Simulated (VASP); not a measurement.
# A point defect in Gallium

Aim: the formation energy and local structure of a point defect in Gallium. The start is a cell from a database of measured crystal structures.

Program: VASP 6.6.1. Level of theory: SCAN; plane waves and PAW (Ga), in the first sound run; inputs show where later runs differ. Results are calculated unless marked as measured.

## Step 1: The host crystal

The structure is orthorhombic, space group Cmce (No. 64). The conventional cell has a = 4.523 Å, b = 7.661 Å, c = 4.524 Å, α = 90.00°, β = 90.00°, γ = 90.00°. Ga has 5 Ga at 2.48 to 2.73 Å nearest.

As a file:

```cif
data_structure
_symmetry_space_group_name_H-M 'P 1'
_symmetry_Int_Tables_number 1
_cell_length_a 4.4483
_cell_length_b 4.4483
_cell_length_c 4.5240
_cell_angle_alpha 90.000
_cell_angle_beta 90.000
_cell_angle_gamma 118.885
_cell_volume 78.38
loop_
_atom_site_label
_atom_site_type_symbol
_atom_site_fract_x
_atom_site_fract_y
_atom_site_fract_z
_atom_site_occupancy
Ga1 Ga 0.34510 0.65490 0.41900 1
Ga2 Ga 0.15490 0.84510 0.91900 1
Ga3 Ga 0.65490 0.34510 0.58100 1
Ga4 Ga 0.84510 0.15490 0.08100 1
```

## Step 2: The host at zero pressure

First cell and atoms are relaxed at a raised cutoff, so that later runs start from this functional's own cell.

The input, INCAR:

```
SYSTEM = Ga
PREC = Accurate
ENCUT = 350
EDIFF = 1E-06
NELM = 120
ISMEAR = 1
SIGMA = 0.15
LREAL = .FALSE.
ALGO = Normal
METAGGA = SCAN
LASPH = .TRUE.
NBANDS = 12
LORBIT = 11
LWAVE = .FALSE.
LCHARG = .FALSE.
KPAR = 4
IBRION = 2
NSW = 40
ISIF = 3
EDIFFG = -0.02
POTIM = 0.4
```

The input, POSCAR:

```
Ga
1.0
    2.2615000000     -3.8305000000      0.0000000000
    2.2615000000      3.8305000000      0.0000000000
    0.0000000000      0.0000000000      4.5240000000
Ga
4
Direct
    0.3451000000      0.6549000000      0.4190000000
    0.1549000000      0.8451000000      0.9190000000
    0.6549000000      0.3451000000      0.5810000000
    0.8451000000      0.1549000000      0.0810000000
```

The input, KPOINTS:

```
Automatic mesh
0
Gamma
6 6 5
0 0 0
```

The projector-augmented-wave data sets are Ga (PBE family, release 64).

Run with:

```sh
mpirun -np 4 vasp_std
```

Log:

```text
[banner, memory and clock lines left out]
running    4 mpi-ranks, on    1 nodes
 distrk:  each k-point on    1 cores,    4 groups
 distr:  one band on    1 cores,    1 groups

 POSCAR found type information on POSCAR Ga
 POSCAR found :  1 types and       4 ions
|                                                                             |
|               ----> ADVICE to this user running VASP <----                  |
|                                                                             |
|     You enforced a specific xc type in the INCAR file but a different       |
|     [... a line on the potential file left out ...]
|     I HOPE YOU KNOW WHAT YOU ARE DOING!                                     |
|                                                                             |

 LDA part: xc-table for (None), standard interpolation
 POSCAR, INCAR and KPOINTS ok, starting setup
 FFT: planning ... GRIDC
 FFT: planning ... GRID_SOFT
 FFT: planning ... GRID
 WAVECAR not read
 entering main loop
       N       E                     dE             d eps       ncg     rms          rms(c)
DAV:   1    -0.329271429035E+02   -0.32927E+02   -0.35664E+03   936   0.603E+02
DAV:   2    -0.638561091637E+02   -0.30929E+02   -0.29469E+02  1180   0.935E+01
DAV:   3    -0.652255249046E+02   -0.13694E+01   -0.13512E+01  1212   0.205E+01
DAV:   4    -0.652341743725E+02   -0.86495E-02   -0.86344E-02  1084   0.161E+00
DAV:   5    -0.652342125766E+02   -0.38204E-04   -0.38201E-04  1184   0.921E-02    0.442E+00
DAV:   6    -0.654410732980E+02   -0.20686E+00   -0.37495E-01   972   0.420E+00    0.305E+00
DAV:   7    -0.653644763490E+02    0.76597E-01   -0.38096E-01   944   0.525E+00    0.873E-01
DAV:   8    -0.653563455350E+02    0.81308E-02   -0.28513E-02  1044   0.149E+00    0.112E-01
DAV:   9    -0.653566084594E+02   -0.26292E-03   -0.15995E-03  1140   0.341E-01    0.106E-01
DAV:  10    -0.653566831297E+02   -0.74670E-04   -0.65359E-04  1032   0.233E-01    0.139E-02
DAV:  11    -0.653566823778E+02    0.75197E-06   -0.50247E-05  1148   0.524E-02    0.834E-03
DAV:  12    -0.653566821743E+02    0.20342E-06   -0.16141E-05  1064   0.321E-02    0.454E-03
DAV:  13    -0.653566819888E+02    0.18554E-06   -0.28679E-06  1012   0.127E-02
   1 F= -.65356682E+02 E0= -.65355826E+02  d E =-.653567E+02
 curvature:   0.00 expect dE= 0.000E+00 dE for cont linesearch  0.000E+00
 trial: gam= 0.00000 g(F)=  0.243E-02 g(S)=  0.177E-01 ort = 0.000E+00 (trialstep = 0.100E+01)
 search vector abs. value=  0.201E-01
 bond charge predicted
       N       E                     dE             d eps       ncg     rms          rms(c)
DAV:   1    -0.653727133679E+02   -0.16031E-01   -0.12053E-01  1068   0.211E+00    0.274E-01
DAV:   2    -0.653716881265E+02    0.10252E-02   -0.20391E-02   996   0.109E+00    0.200E-01
DAV:   3    -0.653705825553E+02    0.11056E-02   -0.39790E-03   964   0.530E-01    0.393E-02
DAV:   4    -0.653705682079E+02    0.14347E-04   -0.20277E-04  1128   0.108E-01    0.399E-02
DAV:   5    -0.653705683582E+02   -0.15031E-06   -0.15223E-05  1076   0.300E-02    0.192E-02
DAV:   6    -0.653705690637E+02   -0.70552E-06   -0.84727E-06   980   0.228E-02
   2 F= -.65370569E+02 E0= -.65369947E+02  d E =-.138871E-01
[...]
3 F= -.65372394E+02 E0= -.65372035E+02  d E =-.157123E-01
[...]
4 F= -.65375662E+02 E0= -.65375718E+02  d E =-.326818E-02
[...]
5 F= -.65377483E+02 E0= -.65377752E+02  d E =-.508849E-02
[...]
6 F= -.65378144E+02 E0= -.65378400E+02  d E =-.661035E-03
[...]
7 F= -.65378178E+02 E0= -.65378429E+02  d E =-.695691E-03
[...]
8 F= -.65378618E+02 E0= -.65378905E+02  d E =-.439650E-03
 trial-energy change:   -0.000440  1 .order   -0.000435   -0.000526   -0.000343
 step:   3.4799(harm=  4.2326)  dis= 0.00718  next Energy=   -65.378865 (dE=-0.686E-03)
 bond charge predicted
       N       E                     dE             d eps       ncg     rms          rms(c)
DAV:   1    -0.653788801463E+02   -0.26263E-03   -0.10069E-02  1032   0.565E-01    0.301E-02
DAV:   2    -0.653789291220E+02   -0.48976E-04   -0.50300E-04  1148   0.146E-01    0.161E-02
DAV:   3    -0.653789164805E+02    0.12641E-04   -0.33682E-05  1020   0.490E-02    0.546E-03
DAV:   4    -0.653789175536E+02   -0.10731E-05   -0.50271E-06  1088   0.188E-02    0.254E-03
DAV:   5    -0.653789178767E+02   -0.32309E-06   -0.35072E-07   524   0.477E-03
   9 F= -.65378918E+02 E0= -.65379253E+02  d E =-.739403E-03
 curvature:  -3.04 expect dE=-0.189E-03 dE for cont linesearch -0.198E-04
 trial: gam=-0.04575 g(F)=  0.601E-04 g(S)=  0.190E-05 ort = 0.602E-04 (trialstep = 0.187E+01)
 search vector abs. value=  0.577E-04
 reached required accuracy - stopping structural energy minimisation
```

Elapsed: 1.8 min, on 4 MPI ranks of AMD EPYC 7R13 (Zen 3), shared host; peak memory 0.58 GiB.

The logs omit lines about the potential files and the build; timing stands in the text.

Parts of OUTCAR (step 2):

```text
ion  position               nearest neighbor table
   1  0.345  0.655  0.419-   3 2.48   2 2.69   2 2.69   4 2.73   4 2.73   3 2.79   3 2.79
   2  0.155  0.845  0.919-   4 2.48   1 2.69   1 2.69   3 2.73   3 2.73   4 2.79   4 2.79
   3  0.655  0.345  0.581-   1 2.48   4 2.69   4 2.69   2 2.73   2 2.73   1 2.79   1 2.79
   4  0.845  0.155  0.081-   2 2.48   3 2.69   3 2.69   1 2.73   1 2.73   2 2.79   2 2.79

  LATTYP: Found a base centered orthorhombic cell.
 ALAT       =     4.5230000000
 B/A-ratio  =     1.6937873093
 C/A-ratio  =     1.0002210922

 Subroutine GETGRP returns: Found  8 space group operations
 (whereof  4 operations were pure point group operations)

The static configuration has the point symmetry C_2h.
 The point group associated with its full space group is D_2h.

 Found     39 irreducible k-points:

   k-points           NKPTS =     39   k-points in BZ     NKDIM =     39   number of bands    NBANDS=     12

   dimension x,y,z NGX =    28 NGY =   28 NGZ =   28
   dimension x,y,z NGXF=    56 NGYF=   56 NGZF=   56

   ENCUT  =  350.0 eV  25.72 Ry    5.07 a.u.   6.79  6.79  6.90*2*pi/ulx,y,z

   NELECT =      12.0000    total number of electrons

 k-points in reciprocal lattice and weights: Automatic mesh
   0.00000000  0.00000000  0.00000000       0.006
   0.16666667  0.00000000  0.00000000       0.022
   0.33333333 -0.00000000  0.00000000       0.022
   0.50000000 -0.00000000  0.00000000       0.011
   0.16666667  0.16666667  0.00000000       0.011
   0.33333333  0.16666667  0.00000000       0.022
   0.50000000  0.16666667  0.00000000       0.022
  -0.33333333  0.16666667  0.00000000       0.022
  -0.16666667  0.16666667  0.00000000       0.011
[...]
-0.33333333  0.33333333  0.40000000       0.022
   0.50000000  0.50000000  0.40000000       0.011

 average (electrostatic) potential at core
       1 -18.6768       2 -18.6768       3 -18.6768       4 -18.6768

 E-fermi :   2.2076

 k-point     1 :       0.0000    0.0000    0.0000
  band No.  band energies     occupation
    ...
      2      -2.3536      2.00000
      3      -1.9740      2.00000
      4       0.4300      2.00000
      5       0.8448      2.00000
      6       1.4689      2.00000
      7       3.2878     -0.00000
      8       3.3973     -0.00000
      9       3.3983     -0.00000
     10       7.8070      0.00000
     11       7.8662      0.00000
    ...

 k-point     2 :       0.1667    0.0000    0.0000
  band No.  band energies     occupation
    ...
      2      -2.5997      2.00000
      3      -1.7868      2.00000
      4      -1.7334      2.00000
      5       0.8008      2.00000
      6       1.5348      2.00000
      7       3.3829     -0.00000
      8       4.4333     -0.00000
      9       5.7412      0.00000
     10       6.0519      0.00000
     11       6.8316      0.00000
    ...

 k-point     3 :       0.3333   -0.0000    0.0000
  band No.  band energies     occupation
    ...
      2      -4.8423      2.00000
      3      -1.6243      2.00000
      4      -1.4539      2.00000
      5       0.3853      2.00000
      6       0.6771      2.00000
      7       3.8262     -0.00000
      8       4.1209     -0.00000
      9       5.7269      0.00000
     10       6.4294      0.00000
     11       7.3313      0.00000
    ...

  Total       -0.0041542     -0.0133670     -0.0011543      0.0000000     -0.0000000      0.0000000
  in kB       -0.0873088     -0.2809329     -0.0242596      0.0000000     -0.0000000      0.0000000
  external PRESSURE =      -0.1308338 kB  Pullay stress =       0.0000000 kB

  energy-cutoff  :      350.00
  volume of cell :       76.23
      direct lattice vectors                 reciprocal lattice vectors
     2.205900351 -3.796940115 -0.000000000     0.226664817 -0.131684984 -0.000000000
     2.205900351  3.796940115  0.000000000     0.226664817  0.131684984  0.000000000
     0.000000000 -0.000000000  4.550843116     0.000000000 -0.000000000  0.219739502

 POSITION                                       TOTAL-FORCE (eV/Angst)
 -----------------------------------------------------------------------------------
      2.20590      1.17890      1.88785         0.000000      0.014490     -0.013399
      2.20590      2.61804      4.16327         0.000000     -0.014490     -0.013399
      2.20590     -1.17890      2.66300         0.000000     -0.014490      0.013399
      2.20590     -2.61804      0.38758         0.000000      0.014490      0.013399
 -----------------------------------------------------------------------------------
    total drift:                               -0.000000     -0.000000     -0.000000

  FREE ENERGIE OF THE ION-ELECTRON SYSTEM (eV)
  ---------------------------------------------------
  free  energy   TOTEN  =       -65.3789178767 eV

  energy  without entropy=      -65.3799243459  energy(sigma->0) =      -65.37925337

 reached required accuracy - stopping structural energy minimisation

 total charge
# of ion       s       p       d       tot
------------------------------------------
    1        1.171   1.118   0.089   2.378
    2        1.171   1.118   0.089   2.378
    3        1.171   1.118   0.089   2.378
    4        1.171   1.118   0.089   2.378
--------------------------------------------------
tot          4.686   4.471   0.356   9.513

[... 3 further parts left out ...]
```

CONTCAR:

```
Ga
   1.00000000000000
     2.2059003507395927   -3.7969401147991158   -0.0000000000000000
     2.2059003507395927    3.7969401147991158    0.0000000000000000
     0.0000000000000000   -0.0000000000000000    4.5508431158442724
  Ga
     4
Direct
     0.3447570552995803    0.6552429447004197    0.4148342423635184
     0.1552429447004197    0.8447570552995803    0.9148342423635184
     0.6552429447004197    0.3447570552995803    0.5851657576364816
     0.8447570552995803    0.1552429447004197    0.0851657576364816
```

The k-mesh is coarse for a metal. The PAW data sets were made with PBE, which is usual practice but a small mismatch for other functionals. The data set Ga keeps the semicore shell frozen, which is cheaper and a little less accurate. The run keeps the 8 symmetry operations of its start, so it cannot find a distortion of lower symmetry.

Relaxation path:

```tsv
step	energy less that of the first step (eV)	largest force (eV/Å)	pressure (GPa)	volume (Å³)
1	0.0000	0.1256	-1.48	78.38
2	-0.0139	0.0711	-0.33	76.74
3	-0.0157	0.0525	0.28	75.98
4	-0.0190	0.0489	0.23	76.01
5	-0.0208	0.0600	0.18	76.05
6	-0.0215	0.0358	-0.06	76.31
7	-0.0215	0.0343	-0.13	76.40
8	-0.0219	0.0265	-0.09	76.33
9	-0.0222	0.0197	-0.01	76.23
```

```tsv
conventional cell, symmetrised	before	after	change
a (Å)	4.523	4.412	-2.5 %
b (Å)	7.661	7.594	-0.9 %
c (Å)	4.524	4.551	+0.6 %
volume (Å³/atom)	19.59	19.06	-2.7 %
```

The atoms that moved most (Å, as changes of fractional coordinates times the final cell):

```tsv
atom	dx	dy	dz	length
Ga2	0.000	-0.003	-0.019	0.019
Ga3	0.000	-0.003	0.019	0.019
Ga4	0.000	0.003	0.019	0.019
Ga1	0.000	0.003	-0.019	0.019
```

The relaxed structure:

```
Ga
1.0
     2.20590   -3.79694    0.00000
     2.20590    3.79694    0.00000
     0.00000    0.00000    4.55084
Ga
4
Cartesian
  2.2059 1.1789 1.8878
  2.2059 2.6180 4.1633
  2.2059 -1.1789 2.6630
  2.2059 -2.6180 0.3876
```

Numbers from this step:

```
electronic cycles                               : 56
electrons                                       : 12
free energy (TOTEN)                             : -65.3789 eV
energy at zero smearing                         : -65.3793 eV
Fermi energy                                    : 2.208 eV
labelled metallic, from the levels on this mesh : yes
```

The run ended after 9 ionic steps, 0.022 eV below its first step, once forces and stress met EDIFFG = -0.02.

[end of part 1 of 3]

[Lines on the potential files, build, host, timing and source positions are cut from VASP's logs without a mark.]

[Logs are printed without paths, hosts, clocks, repeated set-up lines and the standing remarks that a program may print on its own settings, such as how far it seeks lower states.]

[Hosts, paths, dates, database ids (printed as entryN), source tags and the programs' standing remarks are cut or masked in the printed files.]

[In band tables of VASP the shares of atoms and orbitals are scaled to a sum of 1 inside the atoms' spheres.]

[Runs that stopped without an error message from VASP are left out.]
